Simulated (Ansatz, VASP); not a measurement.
# Cross-check of ZnSe (Stilleite) between VASP and Ansatz, part 2 of 2

Aim: how closely do two programs agree when they are given the same cell, functional and k mesh? The cell is taken from a series of runs on this material, whose earlier steps may have relaxed, scaled, displaced or heated it; both programs get it as it stands.

VASP 6.6.1 and Ansatz 0.2.0.

So far: The structure; VASP: G0W0 gap, r2SCAN.

## Step 3: Ansatz: G0W0 gap, r2SCAN

Level of this step: Ansatz beside VASP: Kohn-Sham DFT, plane waves, r2SCAN (Ansatz).

Ansatz runs on its PAW soft_1 files.

The same cell, functional and mesh now go to Ansatz, which takes its cutoff from its data sets.

Contents of input.yaml:

```yaml
crystal:
  lattice:
    - [0.0, 2.8338, 2.8338]
    - [2.8338, 0.0, 2.8338]
    - [2.8338, 2.8338, 0.0]
  atoms:
    - { symbol: Zn, position: [0.0, 0.0, 0.0] }
    - { symbol: Se, position: [0.25, 0.25, 0.25] }
kpoints:
  mp_grid: { grid: [6, 6, 6] }
hamiltonian:
  xc: r2scan
  pseudopotentials: { kind: paw, azcp: { folder: soft_1 } }
scf:
  occupations: { method: fixed }
gw:
  n_empty_bands: 103
  ecut_chi: 100
  qp_bands: [v2, c2]
  qp_kpoints: band_edges
  screening: { model: contour_deformation }
```

Run with:

```sh
> ansatz run input.yaml --threads 3 --pin off --max-ram 92160MiB --backend cuda --events-out ev --progress --plain --runs-dir out --devices 1 --max-vram 13GiB
```

Numbers of over 12 decimals in the logs are rounded to 6 here.

The program printed:

```text
GPUs: using 1 of 1 available (devices: 1).
Engine: ansatz 0.2.0, x86_64-unknown-linux-gnu
Pseudopotentials: kind: paw
Pseudopotential: Zn, paw, valence charge 12, recommended cutoff 500 eV (meta_gga), soft_1/Zn.paw.azcp
Pseudopotential: Se, paw, valence charge 16, recommended cutoff 500 eV (meta_gga), soft_1/Se.paw.azcp
Functional definition: r2SCAN
  parameter k0 = 0.174
  parameter k1 = 0.065
  parameter a1 = 4.9479
  exchange = r2scan_x(k0 = k0, k1 = k1, a1 = a1)
  correlation = r2scan_c
device memory: the entry about to start is reckoned to put 0.7 GiB on a device that reports 54.6 GiB free (of which the cap on the GPU budget leaves the run 13.0 GiB)
GPU FFT provider: cuFFT
GPU libraries: cuBLAS 13.8.2, cuFFT 12.4.0, cuSOLVER 12.3.4
Crystal: 2 atoms, lattice volume = 45.513 Å³
Basis set: ecut = 500 eV, 1139 PW (Γ), exchange–correlation on 120×120×120 points (64 copies of the dense FFT grid, shifted against one another)
Bands: 18, of which v1, the nominal top of the filled ones, is band 14 counted from 1 (13 counted from 0)
Symmetry: 24 space group operations
Space group: F-43m (ITA 216), of the structure as read, at distance tolerance 3.6e-5 Å
k-points: 16 of 216 (time reversal used)
Non-local potential: Zn, projectors of the file, l = 0: 2, l = 1: 2, l = 2: 3, l = 3: 1
Non-local potential: Se, projectors of the file, l = 0: 2, l = 1: 2, l = 2: 3, l = 3: 1
PAW form: soft (Blöchl's): semilocal exchange-correlation on the pseudo side does not see the compensation charge
PAW frozen core: Zn, regenerated for the run's functional (the file was generated under x = pbe(κ = 0.804, μ = 0.219515), c = pbe(β = 0.066725))
PAW frozen core: Se, regenerated for the run's functional (the file was generated under x = pbe(κ = 0.804, μ = 0.219515), c = pbe(β = 0.066725))
PAW one-centre angular grid: Zn, 590 points (default); XC on 160 Gauss nodes
PAW one-centre angular grid: Se, 590 points (default); XC on 160 Gauss nodes
Initial density: superposition of atomic densities (chi_scale 0.1, normalization cell, long waves kept (reshape's long-wave potential 0.00 eV rms))
Initial wavefunctions: pseudopotential atomic-orbital guess
GPU buffer pool allocated for 27000 grid points (all kernels)
GPU transforms: local potential and band sums: pruned to the plane-wave sphere, on 30×30×30
Functional: x = r2scan, c = r2scan; τ floored in thin density (d = 2e-4 eV/Å³)
SCF iter   1: F=—  HF=-8805.835948 eV  |F-HF|=—  |Δ(HF+E_count)|=         —  Δρ=7.22e-2  dr2=1.31e0  dr2_τ=5.83e-3  ethr=3.10e-3  ⟨swp⟩=4.6  Hψ=1388  notcnv=0  defer=26
preconditioner: auto → none  [insulator: Δε(μ)=1.621 eV  Ē_g=13.610 eV  n_scr=14 (ndim 8)  ℏωp=23.4 eV  f_vac=0.058  ε∞_Penn≈3.9]
SCF iter   2: F=—  HF=-8805.589563 eV  |F-HF|=—  |Δ(HF+E_count)|=   2.46e-1  Δρ=2.33e-2  dr2=1.69e-1  dr2_τ=2.80e-3  ethr=3.10e-3  ⟨swp⟩=2.9  Hψ=633  notcnv=0  defer=28
SCF iter   3: F=—  HF=-8805.514987 eV  |F-HF|=—  |Δ(HF+E_count)|=   7.46e-2  Δρ=1.40e-2  dr2=4.43e-2  dr2_τ=3.56e-4  ethr=6.03e-4  ⟨swp⟩=2.1  Hψ=581  notcnv=0  defer=28
SCF iter   4: F=—  HF=-8805.510775 eV  |F-HF|=—  |Δ(HF+E_count)|=   4.21e-3  Δρ=2.54e-3  dr2=1.75e-3  dr2_τ=3.71e-5  ethr=1.58e-4  ⟨swp⟩=2.1  Hψ=570  notcnv=0  defer=26
SCF iter   5: F=—  HF=-8805.511407 eV  |F-HF|=—  |Δ(HF+E_count)|=   6.32e-4  Δρ=6.81e-4  dr2=1.75e-4  dr2_τ=4.18e-6  ethr=6.23e-6  ⟨swp⟩=2.1  Hψ=471  notcnv=0  defer=28
SCF iter   6: F=—  HF=-8805.511464 eV  |F-HF|=—  |Δ(HF+E_count)|=   5.69e-5  Δρ=1.09e-4  dr2=3.50e-6  dr2_τ=1.51e-7  ethr=6.23e-7  ⟨swp⟩=2.0  Hψ=548  notcnv=0  defer=26
SCF iter   7: F=—  HF=-8805.511463 eV  |F-HF|=—  |Δ(HF+E_count)|=   6.09e-7  Δρ=3.62e-5  dr2=4.13e-7  dr2_τ=1.79e-9  ethr=1.25e-8  ⟨swp⟩=2.0  Hψ=512  notcnv=0  defer=1
SCF iter   8: F=-8805.511463 eV  HF=-8805.511463 eV  |F-HF|=1.77e-8  |Δ(HF+E_count)|=   1.29e-7  Δρ=1.04e-5  dr2=2.33e-8  dr2_τ=8.49e-11  ethr=3.57e-10  ⟨swp⟩=5.0  Hψ=1224  notcnv=0
SCF 1 converged in 8 iterations: F = -8805.511463 eV  dr2 = 2.33e-8
  greatest PAW one-centre occupation: 1.000 electrons in one spin orbital (limit 2), on the Se atom at site 1 (counted from 0), in its partial waves of l = 2
device memory: the entry about to start is reckoned to put 0.8 GiB on a device that reports 53.7 GiB free (of which the cap on the GPU budget leaves the run 13.0 GiB)
NSCF: frozen V_eff on 16 k-points, pencils in batches of 32, up to order 72
the band table was solved once the SCF had ended and its energy, with any forces and stress, was formed, with the checks that follow a solve (1609 applications of the Hamiltonian). They found nothing against the state; the energy, forces and stress were not computed again (output.eigenvalues in the input reference)
device memory: the entry about to start is reckoned to put 2.4 GiB on a device that reports 53.5 GiB free (of which the cap on the GPU budget leaves the run 13.0 GiB)
NSCF: frozen V_eff on 16 k-points
G₀W₀ screening: q 1/16
[... further progress lines ...]
device memory: the entry about to start is reckoned to put 0.4 GiB on a device that reports 61.3 GiB free (of which the cap on the GPU budget leaves the run 13.0 GiB)
NSCF: frozen V_eff on 1 k-points
device memory: the entry about to start is reckoned to put 0.4 GiB on a device that reports 64.2 GiB free (of which the cap on the GPU budget leaves the run 13.0 GiB)
NSCF: frozen V_eff on 1 k-points
SCF converged after 8 iterations
Free energy (F): -8805.511463 eV
Harris-Foulkes:  -8805.511463 eV  (|F-HF|=1.77e-8)
Internal energy: -8805.511463 eV  (E = F + TS)
E sigma→0 (E₀):  -8805.511463 eV
Fermi energy:    6.228512 eV
--- Per-component energies (eV) ---
  E_band       = -406.679665
  E_kinetic    = 257.091913
  E_local      = -4848.187503  (includes V_loc(G=0)·N_el)
  E_nonlocal   = 472.602995
  E_hartree    = 2244.722470
  E_xc         = -150.571628
  E_vxc        = -148.251123  (∫ρ·V_xc dr)
  E_paw        = -4058.279563  (= ΣΔE_a)
  E_vpaw       = -636.779432  (= ΣTr[D̂ρ^β])
  E_aug_tail   = 0.000076  (compensation charges beyond the density's cutoff)
  E_vtau       = 7.393001  (kinetic-family band-sum trace: ∫τ·v_τ [+ j·A + Jᵃ·Aᵃ] dr)
  E_ewald      = -2720.942845
  E_core_change = -1.947377  (= ΣΔE_core)
  E_smearing   = -0.000000  (= −TS)
  E_closure    = -0.000000  (closes the sum)
  Σ components = -8805.511463   (vs F -8805.511463, Δ=0.00e0)
--- Band table (eV; the first three rows and the last of 16) ---
  k-point 0: bands = [... 10 lower, -0.0688, 6.2285, 6.2285, 6.2285, 8.0864, 12.5479, 12.5479, 12.5479]
  k-point 1: bands = [... 10 lower, -0.0704, 4.3749, 5.9734, 5.9734, 9.2919, 12.6006, 12.9603, 12.9603]
  k-point 2: bands = [... 10 lower, -0.0623, 2.1426, 5.5372, 5.5372, 9.4219, 13.2142, 13.2142, 14.3307]
  k-point 15: bands = [... 10 lower, 0.2058, 1.4921, 3.5499, 3.6329, 11.0710, 11.4985, 15.1210, 15.4116]
--- G₀W₀: contour deformation, 6 samples at zero and on the imaginary axis and 3 off it, 216 q-points, 103 empty bands' worth ---
  eigenvalues of the whole cell's RPA ε∞ on this k-mesh (on a slab, of 1 + 4πα/V) = 6.4820, 6.4820, 6.4820; static W/v taken at q = 0 is 0.154274
  bands read: the sum over 117 bands ends inside a degenerate multiplet in 1 slot, whose members it reads at an even weight; the widest, k=0: bands 117 to 118 (counted from 1) at 1/2 each
  gw.qp_kpoints: band_edges: 9 of 16 stored k-points solved, in 1 pass; an edge of the gap read off the rows below is read off those points alone
    valence top: of the k-points left out ik 7 came nearest to being solved in a further pass, in band 14 (counted from 1, as in the quasiparticle table): it holds the edge there only if its correction is more favourable than any solved in that band by at least 0.915 eV; those differ by 0.113 eV
    conduction bottom: of the k-points left out ik 10 came nearest to being solved in a further pass, in band 15 (counted from 1, as in the quasiparticle table): it holds the edge there only if its correction is more favourable than any solved in that band by at least 1.741 eV; those differ by 0.403 eV
    ik  band        ε_KS         Σx   Σc(E_QP)       V_xc       Z   E_QP_lin       E_QP  E_QP is
     0    13      6.2285   -21.9684     2.1592   -19.3386  0.7831     5.7550     5.7580  root
     0    14      6.2285   -21.9684     2.1592   -19.3386  0.7831     5.7550     5.7580  root
     0    15      8.0864    -9.4796    -3.6186   -13.4658  0.8095     8.4556     8.4541  root
     0    16     12.5479    -6.9154    -4.2014   -11.4486  0.7926    12.8814    12.8796  root
     1    13      5.9734   -21.5221     2.1882   -18.8444  0.7816     5.4804     5.4838  root
     1    14      5.9734   -21.5221     2.1882   -18.8444  0.7816     5.4804     5.4838  root
     1    15      9.2919    -9.6633    -3.6981   -13.7743  0.8031     9.7069     9.7048  root
     1    16     12.6006    -7.5580    -4.1774   -12.0469  0.7892    12.9137    12.9121  root
     2    13      5.5372   -20.8290     2.2546   -18.0575  0.7788     5.0162     5.0202  root
     2    14      5.5372   -20.8290     2.2546   -18.0575  0.7788     5.0162     5.0202  root
     2    15      9.4219    -8.7265    -3.8116   -12.9513  0.8052     9.8373     9.8351  root
     2    16     13.2142    -7.0875    -4.2821   -11.6806  0.7857    13.5271    13.5252  root
     3    13      5.3444   -20.5123     2.2808   -17.7054  0.7774     4.8141     4.8183  root
     3    14      5.3444   -20.5123     2.2808   -17.7054  0.7774     4.8141     4.8183  root
     3    15      9.2765    -8.7949    -3.7597   -12.9613  0.8063     9.6853     9.6832  root
     3    16     13.0996    -7.0661    -4.1995   -11.5575  0.7887    13.3932    13.3916  root
     4    13      5.5323   -20.8813     2.2571   -18.1006  0.7788     5.0045     5.0087  root
     4    14      5.5323   -20.8813     2.2571   -18.1006  0.7788     5.0045     5.0087  root
     4    15      9.9996   -10.4640    -3.7504   -14.6732  0.7967    10.4612    10.4584  root
     4    16     11.3716    -6.5997    -3.9776   -10.8463  0.8028    11.6416    11.6406  root
     6    13      4.3259   -19.8941     2.4897   -16.8143  0.7688     3.7294     3.7358  root
     6    14      4.9541   -19.9829     2.3467   -17.0853  0.7744     4.3982     4.4032  root
     6    15     10.3536    -9.0337    -3.8751   -13.3380  0.7998    10.7853    10.7828  root
     6    16     12.4411    -7.1087    -4.1217   -11.4984  0.7914    12.7103    12.7091  root
[...]
9    13      4.4557   -19.3480     2.4441   -16.3265  0.7696     3.8724     3.8784  root
     9    14      4.4557   -19.3480     2.4441   -16.3265  0.7696     3.8724     3.8784  root
     9    15     10.0482    -6.8475    -3.6553   -10.7020  0.8103    10.2479    10.2474  root
     9    16     10.5759    -8.7482    -3.8536   -12.9884  0.7993    10.9646    10.9625  root
    12    13      3.9951   -18.4672     2.4841   -15.3995  0.7652     3.4049     3.4115  root
    12    14      3.9951   -18.4672     2.4841   -15.3995  0.7652     3.4049     3.4115  root
    12    15      9.5659    -6.9060    -3.4693   -10.4768  0.8135     9.6675     9.6674  root
    12    16     10.1017    -8.8139    -3.6948   -12.9000  0.8039    10.4950    10.4930  root
```

## Step 4: Comparison

Known differences besides the potentials themselves: VASP keeps PBE cores, Ansatz makes them for the functional; fixed occupations in Ansatz, narrow Gaussian smearing in VASP; the data sets hold 28 valence electrons in Ansatz (on its PAW soft_1 files) and 26 in VASP; the cutoff is 500 eV in Ansatz and 430 eV in VASP; Ansatz integrates over frequency by contour deformation, VASP on a grid of NOMEGA points; Ansatz's G0W0 levels solve the quasiparticle equation, VASP's are linearised. Total energies have different zeros and are not compared.

Both answers:

| quantity | Ansatz | VASP | difference |
| --- | --- | --- | --- |
| G0W0 gap on the mesh (eV) | 2.70 | 2.95 | -0.25 |
| Kohn-Sham gap under it (eV) | 1.86 | 1.85 | +0.01 |

VASP's log warns that its frequency grid doesn't suit quasiparticle energies on this mesh.

## Step 5: Outcome

```
difference in G0W0 gap on the mesh (G0W0 gap, r2SCAN) : -0.25 eV
```

In words: The difference in G0W0 gap on the mesh is -0.25 eV (G0W0 gap, r2SCAN). The data sets hold unlike numbers of valence electrons (28 in Ansatz and 26 in VASP), so part of the differences comes from the potentials. Part of the difference in the G0W0 gap can come from VASP's linearised levels. How closely two codes agree says nothing of how well the functional describes the real material.

[Lines on the potential files, build, host, timing and source positions are cut from VASP's logs without a mark.]

[Logs are printed without paths, hosts, clocks, repeated set-up lines and the standing remarks that a program may print on its own settings, such as how far it seeks lower states.]

[Hosts, paths, dates, database ids (printed as entryN), source tags and the programs' standing remarks are cut or masked in the printed files.]
